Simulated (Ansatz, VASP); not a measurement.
# Se (Selenium) in two plane-wave programs, part 2 of 2

Wanted: the spread between two codes on one cell, functional and k mesh. The cell is taken from a series of runs on this material, whose earlier steps may have relaxed, scaled, displaced or heated it; both programs get it as it stands.

VASP 6.6.1 and Ansatz 0.2.0.

So far: Starting point; VASP: zone-centre phonons, PBEsol.

### 2. VASP: zone-centre phonons, PBEsol (continued)

Level of this step: PBEsol; plane waves and PAW (Se) (VASP).

Numbers of over 12 decimals in the logs are rounded to 6 here.

Parts of OUTCAR (step 2):

```text
ion  position               nearest neighbor table
   1  0.249  0.000  0.333-   3 2.44   2 2.44
   2  0.000  0.249  0.667-   3 2.44   1 2.44
   3  0.751  0.751  0.000-   1 2.44   2 2.44

  LATTYP: Found a hexagonal cell.
 ALAT       =     4.0374009182
 C/A-ratio  =     1.2686845975

 Subroutine GETGRP returns: Found  6 space group operations
 (whereof  2 operations were pure point group operations)

The static configuration has the point symmetry C_2 .
 The point group associated with its full space group is D_3 .

 Found     80 irreducible k-points:

   k-points           NKPTS =     80   k-points in BZ     NKDIM =     80   number of bands    NBANDS=     15

   dimension x,y,z NGX =    30 NGY =   30 NGZ =   40
   dimension x,y,z NGXF=    60 NGYF=   60 NGZF=   80

   ENCUT  =  500.0 eV  36.75 Ry    6.06 a.u.   7.36  7.36  9.34*2*pi/ulx,y,z

   NELECT =      18.0000    total number of electrons

 k-points in reciprocal lattice and weights: Automatic mesh
   0.00000000  0.00000000  0.00000000       0.001
   0.10000000  0.00000000  0.00000000       0.009
   0.20000000  0.00000000  0.00000000       0.009
   0.30000000 -0.00000000  0.00000000       0.009
   0.40000000  0.00000000  0.00000000       0.009
   0.50000000 -0.00000000  0.00000000       0.004
   0.10000000  0.10000000  0.00000000       0.009
   0.20000000  0.10000000  0.00000000       0.017
   0.30000000  0.10000000  0.00000000       0.017
[...]
0.40000000  0.20000000  0.42857143       0.017
   0.30000000  0.30000000  0.42857143       0.017

 average (electrostatic) potential at core
       1 -55.0738       2 -55.0738       3 -55.0738

  Total        0.0609785      0.0609785      0.1119139      0.0000000     -0.0000000      0.0000000
  in kB        1.3511312      1.3511312      2.4797311      0.0000000     -0.0000000      0.0000000
  external PRESSURE =       1.7273312 kB  Pullay stress =       0.0000000 kB

  energy-cutoff  :      500.00
  volume of cell :       72.31
      direct lattice vectors                 reciprocal lattice vectors
     4.037400918  0.000000000  0.000000000     0.247684097  0.143000480  0.000000000
    -2.018700459  3.496491761  0.000000000     0.000000000  0.286000960  0.000000000
     0.000000000  0.000000000  5.122188359     0.000000000  0.000000000  0.195229056

 POSITION                                       TOTAL-FORCE (eV/Angst)
 -----------------------------------------------------------------------------------
      1.00438      0.00000      1.70740         0.030506      0.000000      0.000000
     -0.50219      0.86982      3.41479        -0.015253      0.026419     -0.000000
      1.51651      2.62668      0.00000        -0.015253     -0.026419      0.000000
 -----------------------------------------------------------------------------------
    total drift:                               -0.000001     -0.000001      0.000000

 MACROSCOPIC STATIC DIELECTRIC TENSOR (including local field effects in DFT)
 ------------------------------------------------------
          19.236427     0.000000    -0.000000
           0.000000    19.236427     0.000000
          -0.000000     0.000000    30.990442
 ------------------------------------------------------

 PIEZOELECTRIC TENSOR (including local field effects)  for field in x, y, z        (C/m^2)
          XX          YY          ZZ          XY          YZ          ZX
  --------------------------------------------------------------------------------
  x    -0.52360     0.52360     0.00000     0.00000     0.12149     0.00000
  y     0.00000     0.00000     0.00000     0.52360     0.00000    -0.12149
  z     0.00000    -0.00000     0.00000    -0.00000     0.00000     0.00000

 BORN EFFECTIVE CHARGES (including local field effects) (in |e|, cummulative output)
 ---------------------------------------------------------------------------------
 ion    1
    1     1.68890     0.00000     0.00000
    2     0.00000    -1.68890     1.07235
    3     0.00000     1.64271     0.00000
 ion    2
    1    -0.84445    -1.46263    -0.92868
    2    -1.46263     0.84445    -0.53617
    3    -1.42263    -0.82135     0.00000
 ion    3
    1    -0.84445     1.46263     0.92868
    2     1.46263     0.84445    -0.53617
    3     1.42263    -0.82135     0.00000

 Eigenvectors and eigenvalues of the dynamical matrix
 ----------------------------------------------------

   1 f  =    6.093337 THz    38.285564 2PiTHz  203.251834 cm-1    25.200004 meV
             X         Y         Z           dx          dy          dz
      1.004377  0.000000  1.707396     0.087075   -0.156748   -0.678414
     -0.502188  0.869816  3.414792    -0.179284    0.002909    0.665699
      1.516512  2.626676  0.000000     0.092162    0.153754    0.012716

   2 f  =    6.093337 THz    38.285564 2PiTHz  203.251834 cm-1    25.200004 meV
             X         Y         Z           dx          dy          dz
      1.004377  0.000000  1.707396     0.156692    0.087106    0.377000
     -0.502188  0.869816  3.414792    -0.002965   -0.179253    0.399024
      1.516512  2.626676  0.000000    -0.153810    0.092194   -0.776024

   3 f  =    5.638534 THz    35.427952 2PiTHz  188.081238 cm-1    23.319091 meV
             X         Y         Z           dx          dy          dz
      1.004377  0.000000  1.707396    -0.577350   -0.000000   -0.000000
     -0.502188  0.869816  3.414792     0.288675   -0.500000   -0.000000
      1.516512  2.626676  0.000000     0.288675    0.500000    0.000000

   4 f  =    4.120458 THz    25.889602 2PiTHz  137.443690 cm-1    17.040838 meV
             X         Y         Z           dx          dy          dz
      1.004377  0.000000  1.707396     0.503868   -0.217622    0.100558
     -0.502188  0.869816  3.414792    -0.440325   -0.327451   -0.251860
      1.516512  2.626676  0.000000    -0.063343    0.545159    0.151301

   5 f  =    4.120458 THz    25.889602 2PiTHz  137.443690 cm-1    17.040838 meV
             X         Y         Z           dx          dy          dz
      1.004377  0.000000  1.707396     0.217679    0.503735   -0.232765
     -0.502188  0.869816  3.414792     0.327508   -0.440458    0.029297
      1.516512  2.626676  0.000000    -0.545101   -0.063477    0.203469

   6 f  =    3.789897 THz    23.812624 2PiTHz  126.417351 cm-1    15.673747 meV
             X         Y         Z           dx          dy          dz
      1.004377  0.000000  1.707396    -0.000000    0.577350    0.000034
     -0.502188  0.869816  3.414792    -0.500000   -0.288675    0.000034
      1.516512  2.626676  0.000000     0.500000   -0.288675    0.000034

   7 f/i=    0.000221 THz     0.001389 2PiTHz    0.007376 cm-1     0.000914 meV
             X         Y         Z           dx          dy          dz
      1.004377  0.000000  1.707396     0.000000    0.000034   -0.577350
     -0.502188  0.869816  3.414792    -0.000029   -0.000017   -0.577350
      1.516512  2.626676  0.000000     0.000029   -0.000017   -0.577350

   8 f/i=    0.000619 THz     0.003890 2PiTHz    0.020654 cm-1     0.002561 meV
             X         Y         Z           dx          dy          dz
      1.004377  0.000000  1.707396    -0.457670   -0.351929    0.000046
     -0.502188  0.869816  3.414792    -0.457771   -0.351916   -0.000074
      1.516512  2.626676  0.000000    -0.457709   -0.351835    0.000029

   9 f/i=    0.000619 THz     0.003890 2PiTHz    0.020654 cm-1     0.002561 meV
             X         Y         Z           dx          dy          dz
      1.004377  0.000000  1.707396    -0.351857    0.457763   -0.000059
     -0.502188  0.869816  3.414792    -0.351871    0.457662   -0.000010
      1.516512  2.626676  0.000000    -0.351952    0.457724    0.000069

 MACROSCOPIC STATIC DIELECTRIC TENSOR IONIC CONTRIBUTION
 ------------------------------------------------------
           4.662310     0.000000     0.000000
          -0.000000     4.662310    -0.000000
           0.000000    -0.000000     4.365744
 ------------------------------------------------------

 ELASTIC MODULI CONTR FROM IONIC RELAXATION (kBar)
 Direction    XX          YY          ZZ          XY          YZ          ZX
 --------------------------------------------------------------------------------
 XX        -426.2692   -188.2327   -361.5367      0.0000   -167.1453      0.0000
 YY        -188.2327   -426.2692   -361.5367     -0.0000    167.1453     -0.0000
 ZZ        -361.5367   -361.5367   -425.4137      0.0000      0.0000      0.0000
 XY           0.0000     -0.0000      0.0000   -119.3848      0.0000   -163.5633
 YZ        -167.1453    167.1453      0.0000      0.0000   -286.9742      0.0000
 ZX           0.0000     -0.0000      0.0000   -163.5633      0.0000   -283.8246
 --------------------------------------------------------------------------------

 PIEZOELECTRIC TENSOR IONIC CONTR  for field in x, y, z        (C/m^2)
          XX          YY          ZZ          XY          YZ          ZX
  --------------------------------------------------------------------------------
  x    -0.47722     0.47722     0.00000    -0.00000    -0.33005    -0.00000
  y    -0.00000    -0.00000    -0.00000     0.47722     0.00000     0.29422
  z    -0.00000    -0.00000     0.00000     0.03764    -0.00000    -0.00000
```

With a direct gap this small, the dielectric response converges slowly with the mesh, so tensor and charges are uncertain; a mesh that holds the point of the least gap tends to give too large a tensor.

### 3. Ansatz: zone-centre phonons, PBEsol

Ansatz runs on its PAW soft_1 files.

The same cell, functional and mesh now go to Ansatz, which takes its cutoff from its data sets.

The input, input.yaml:

```yaml
crystal:
  lattice:
    - [4.0374009182, 0.0, 0.0]
    - [-2.0187004591, 3.4964917605, 0.0]
    - [0.0, 0.0, 5.122188359]
  atoms:
    - { symbol: Se, position: [0.2487681393, 0.0, 0.3333333333] }
    - { symbol: Se, position: [0.0, 0.2487681393, 0.6666666667] }
    - { symbol: Se, position: [0.7512318607, 0.7512318607, 0.0] }
kpoints:
  mp_grid: { grid: [10, 10, 7] }
hamiltonian:
  xc: pbesol
  pseudopotentials: { kind: paw, azcp: { folder: soft_1 }, xc_functional: pbe }
scf:
  occupations: { method: fixed }
output:
  eigenvalues: true
phonons:
  method: dfpt
  dielectric: true
  rigid_motions: translations
  field_mesh: kpoints
```

Launch:

```console
> ansatz run input.yaml --threads 4 --pin off --max-ram 10240MiB --backend cpu --events-out ev --progress --plain --runs-dir out
```

Log:

```text
Engine: ansatz 0.2.0, x86_64-unknown-linux-gnu
Pseudopotentials: kind: paw
Pseudopotential: Se, paw, valence charge 16, recommended cutoff 420 eV (normal), soft_1/Se.paw.azcp
Functional definition: PBEsol
  exchange = pbesol_x
  correlation = pbesol_c
Crystal: 3 atoms, lattice volume = 72.309 Å³
Basis set: ecut = 420 eV, 1409 PW (Γ), exchange–correlation on 54×54×72 points (8 copies of the dense FFT grid, shifted against one another)
Bands: 29, of which v1, the nominal top of the filled ones, is band 24 counted from 1 (23 counted from 0)
Symmetry: 6 space group operations
k-points: 352 of 700 (irreducible under 1 space group operation, time reversal used)
Non-local potential: Se, projectors of the file, l = 0: 2, l = 1: 2, l = 2: 3, l = 3: 1
PAW form: soft (Blöchl's): semilocal exchange-correlation on the pseudo side does not see the compensation charge
PAW frozen core: Se, regenerated for the run's functional, and the local potential with it (the file was generated under x = pbe(κ = 0.804, μ = 0.219515), c = pbe(β = 0.066725))
PAW one-centre angular grid: Se, 590 points (default); XC on 64 Gauss nodes
Initial density: superposition of atomic densities (chi_scale 0.1, normalization cell)
Initial wavefunctions: pseudopotential atomic-orbital guess
Functional: x = pbesol(κ = 0.804, μ = 0.123457), c = pbesol(β = 0.046)
SCF iter   1: F=—  HF=-16272.718711 eV  |F-HF|=—  |Δ(HF+E_count)|=         —  Δρ=2.60e-2  dr2=2.87e-1  ethr=3.10e-3  ⟨swp⟩=4.8  Hψ=36600  notcnv=0  defer=688
preconditioner: auto → Resta (q_TF=auto, 2.548 Å⁻¹)  ε∞=4.2  [insulator: Δε(μ)=1.000 eV  Ē_g=10.412 eV  n_scr=22 (ndim 8)  ℏωp=18.5 eV  f_vac=0.018  ε∞_Penn≈4.2]
SCF iter   2: F=—  HF=-16272.666039 eV  |F-HF|=—  |Δ(HF+E_count)|=   5.27e-2  Δρ=1.43e-2  dr2=8.74e-2  ethr=5.98e-4  ⟨swp⟩=2.0  Hψ=13728  notcnv=0  defer=1056
SCF iter   3: F=—  HF=-16272.648086 eV  |F-HF|=—  |Δ(HF+E_count)|=   1.80e-2  Δρ=1.31e-3  dr2=7.85e-4  ethr=1.82e-4  ⟨swp⟩=2.0  Hψ=13273  notcnv=0  defer=1052
SCF iter   4: F=—  HF=-16272.648419 eV  |F-HF|=—  |Δ(HF+E_count)|=   3.33e-4  Δρ=2.06e-4  dr2=3.03e-5  ethr=1.63e-6  ⟨swp⟩=2.0  Hψ=13702  notcnv=0  defer=1056
SCF iter   5: F=—  HF=-16272.648443 eV  |F-HF|=—  |Δ(HF+E_count)|=   2.41e-5  Δρ=5.53e-5  dr2=2.16e-6  ethr=6.31e-8  ⟨swp⟩=2.6  Hψ=18301  notcnv=0  defer=352
SCF iter   6: F=—  HF=-16272.648446 eV  |F-HF|=—  |Δ(HF+E_count)|=   3.25e-6  Δρ=1.88e-5  dr2=3.32e-7  ethr=4.50e-9  ⟨swp⟩=2.0  Hψ=18307  notcnv=0  defer=352
SCF iter   7: F=—  HF=-16272.648446 eV  |F-HF|=—  |Δ(HF+E_count)|=   2.61e-7  Δρ=7.62e-6  dr2=2.81e-8  ethr=6.92e-10  ⟨swp⟩=2.0  Hψ=18304  notcnv=0  defer=352
SCF iter   8: F=—  HF=-16272.648446 eV  |F-HF|=—  |Δ(HF+E_count)|=   3.66e-8  Δρ=1.04e-6  dr2=6.08e-10  ethr=5.86e-11  ⟨swp⟩=2.0  Hψ=13024  notcnv=0  defer=352
SCF iter   9: F=-16272.648446 eV  HF=-16272.648446 eV  |F-HF|=2.36e-11  |Δ(HF+E_count)|=  7.48e-10  Δρ=2.40e-7  dr2=2.57e-11  ethr=1.00e-12  ⟨swp⟩=11.0  Hψ=63079  notcnv=0
SCF 1 converged in 9 iterations: F = -16272.648446 eV  dr2 = 2.57e-11
  greatest PAW one-centre occupation: 1.000 electrons in one spin orbital (limit 2), on the Se atom at site 0 (counted from 0), in its partial waves of l = 2
NSCF: frozen V_eff on 6 k-points
DFPT response loops at Γ: preconditioner auto → Resta (q_TF=auto, 2.548 Å⁻¹)  ε∞=8.1 (no band partly filled); β = 1.00, the filter's whole step (`scf.mixing.beta` (0.50) is not read by the response loops at its default; to damp them type it under 1.00, their step now; it binds the ground state too); Broyden in place of MSR1
WARN: field response: the 10×10×7 k-mesh looks too coarse for the field response at k = (0.1000, 0.4000, 0.4286), direct gap 1.307 eV: take ε∞, Z* and everything formed from them as unconverged in the mesh. The response there varies over an interband length of 3.84 Å as this mesh's differences read it, which a coarse mesh reads short; the mesh's real-space period, 35.9 Å, is under 14 times that, 53.8 Å: field_mesh: auto, beside no phonons.dynamical_quadrupoles, solves it inside a basis that this mesh spans and, under method: fd, where it gets none, on a denser mesh; else type a denser kpoints.mp_grid, and compare
SCF converged after 9 iterations
Free energy (F): -16272.648446 eV
Harris-Foulkes:  -16272.648446 eV  (|F-HF|=2.36e-11)
Internal energy: -16272.648446 eV  (E = F + TS)
E sigma→0 (E₀):  -16272.648446 eV
Fermi energy:    8.025585 eV
--- Per-component energies (eV) ---
  E_band       = -1178.435936
  E_kinetic    = 328.461412
  E_local      = -7818.875847  (includes V_loc(G=0)·N_el)
  E_nonlocal   = -1055.495792
  E_hartree    = 4103.253654
  E_xc         = -251.953443
  E_vxc        = -268.652259  (∫ρ·V_xc dr)
  E_paw        = -6260.052346  (= ΣΔE_a)
  E_vpaw       = -570.379653  (= ΣTr[D̂ρ^β])
  E_aug_tail   = -0.001110  (compensation charges beyond the density's cutoff)
  E_ewald      = -5321.010329
  E_core_change = 3.025355  (= ΣΔE_core)
  E_smearing   = -0.000000  (= −TS)
  E_closure    = -0.000000  (closes the sum)
  Σ components = -16272.648446   (vs F -16272.648446, Δ=0.00e0)
--- Band table (eV; the first three rows and the last of 352) ---
  k-point 0: bands = [... 20 lower, 4.6330, 6.1860, 6.1860, 7.5370, 9.5224, 9.5224, 10.1218, 14.3630, ... 1 higher]
  k-point 1: bands = [... 20 lower, 4.9374, 6.1614, 6.3241, 7.4650, 9.3645, 9.3896, 9.8902, 14.3504, ... 1 higher]
  k-point 2: bands = [... 20 lower, 5.0900, 6.2834, 6.5170, 7.2487, 9.0762, 9.1491, 9.4333, 13.9823, ... 1 higher]
  k-point 351: bands = [... 20 lower, 3.9373, 5.6336, 6.1121, 7.7222, 9.5974, 10.4864, 11.0756, 13.9539, ... 1 higher]
--- Phonons (Γ-DFPT): 3 representative perturbations + reference, on 352 of 700 k-points (Σ response iterations 9) ---
  k mesh reduced under 1 symmetry operation, with k and −k counted as one. Each operation leaves every solved perturbation unchanged. A smaller set is not considered because the run solves the response to a homogeneous field
  ASR residual: 5.338e-5 → 0.000e0 eV/Å²; symmetrization residual: 4.173e-6 eV/Å²
  ASR residual per site (eV/Å²): 5.34e-5 5.34e-5 5.34e-5
  Γ frequencies (cm⁻¹): 0.00 0.00 0.00 126.80 137.25 137.25 185.90 200.94 200.94
  ε∞ (high-frequency dielectric tensor):
       19.298159     0.000000     0.000000
        0.000000    19.298159     0.000000
        0.000000     0.000000    28.617936
  ε⁰ (static dielectric tensor: ions relaxed, cell fixed):
       23.962825    -0.000000    -0.000000
       -0.000000    23.962825    -0.000000
       -0.000000    -0.000000    32.974066
  ε⁰ − ε∞ (ionic part):
        4.664667    -0.000000    -0.000000
       -0.000000     4.664667    -0.000000
       -0.000000    -0.000000     4.356131
  softest optical mode at Γ: 126.80 cm⁻¹; the repairs (sum rule, projections) moved no ω² at Γ by more than (0.60 cm⁻¹)²
  Born effective charges Z* (e; rows j = field, columns β = displacement):
    site 0:
         1.68324   -0.00000    0.00000
         0.00000   -1.68324    1.09054
         0.00000    1.64594   -0.00000
    site 1:
        -0.84162   -1.45773   -0.94444
        -1.45773    0.84162   -0.54527
        -1.42543   -0.82297   -0.00000
    site 2:
        -0.84162    1.45773    0.94444
         1.45773    0.84162   -0.54527
         1.42543   -0.82297   -0.00000
  Z* charge neutrality: 8.333e-6 e pre-enforcement
  k-mesh period / interband length: 35.9 Å / 3.84 Å = 9.33 at k = (0.1000, 0.4000, 0.4286), direct gap 1.307 eV — UNDER 14: by this measure the k-mesh is too coarse for the response
  optical modes at Γ without the LO–TO term, one row a degenerate level:
      ω (cm⁻¹)  modes    IR ((D/Å)²/amu)
        126.80      1             2.3743
        137.25      2             5.9137
        185.90      1             0.0000
        200.94      2             0.0950
  optical modes at Γ + LO–TO along q̂ = [1.0000, 0.0000, 0.0000]:
      ω (cm⁻¹)  modes    IR ((D/Å)²/amu)
        126.80      1             2.3743
        137.25      1             2.9569
[...]
optical modes at Γ + LO–TO along q̂ = [0.0000, 1.0000, 0.0000]:
      ω (cm⁻¹)  modes    IR ((D/Å)²/amu)
[...]
152.77      1             2.9286
        185.90      1             0.0000
        200.94      1             0.0475
        201.17      1             0.0758
  optical modes at Γ + LO–TO along q̂ = [0.0000, 0.0000, 1.0000]:
      ω (cm⁻¹)  modes    IR ((D/Å)²/amu)
        136.10      1             2.3743
        137.25      2             5.9137
        185.90      1             0.0000
        200.94      2             0.0950
```

### 4. Side by side

Known differences besides the potentials themselves: fixed occupations in Ansatz, narrow Gaussian smearing in VASP; the data sets hold 48 valence electrons in Ansatz (on its PAW soft_1 files) and 18 in VASP; the cutoff is 420 eV in Ansatz and 500 eV in VASP; Ansatz makes its cores anew for this functional, VASP keeps those of its PBE data sets. Total energies have different zeros and are not compared.

Both answers:

```
                                     quantity  Ansatz   VASP  difference
                                        ε∞ xx   19.30  19.24     +0.32 %
                                        ε∞ yy   19.30  19.24     +0.32 %
                                        ε∞ zz   28.62  30.99     -7.66 %
Born charge of Se1 (mean of the diagonal) (e)    0.00   0.00        0.00
                        optical mode 1 (cm⁻¹)   126.8  126.4     +0.30 %
                   optical mode 2 to 3 (cm⁻¹)   137.2  137.4     -0.14 %
                        optical mode 4 (cm⁻¹)   185.9  188.1     -1.16 %
                   optical mode 5 to 6 (cm⁻¹)   200.9  203.3     -1.14 %
```

Modes are paired by rising frequency, not by their patterns, so a pair may set unlike modes beside each other; they are those without the splitting of longitudinal modes.

### 5. Outcome

```
r.m.s. difference of the optical zone-centre modes, each program's sorted by frequency (zone-centre phonons, PBEsol) : 1.6 cm⁻¹
difference in ε∞ zz (zone-centre phonons, PBEsol)                                                                    : -7.7 %
```

In words: The r.m.s. difference of the optical zone-centre modes, each program's sorted by frequency is 1.6 cm⁻¹ (zone-centre phonons, PBEsol). The data sets hold unlike numbers of valence electrons (48 in Ansatz and 18 in VASP), so part of the differences comes from the potentials. Among the rows given in per cent, the largest difference of the zone-centre phonons, PBEsol pair is in ε∞ zz, -7.7 %. How closely two codes agree says nothing of how well the functional describes the real material.

[Lines on the potential files, build, host, timing and source positions are cut from VASP's logs without a mark.]

[Logs are printed without paths, hosts, clocks, repeated set-up lines and the standing remarks that a program may print on its own settings, such as how far it seeks lower states.]

[Hosts, paths, dates, database ids (printed as entryN), source tags and the programs' standing remarks are cut or masked in the printed files.]
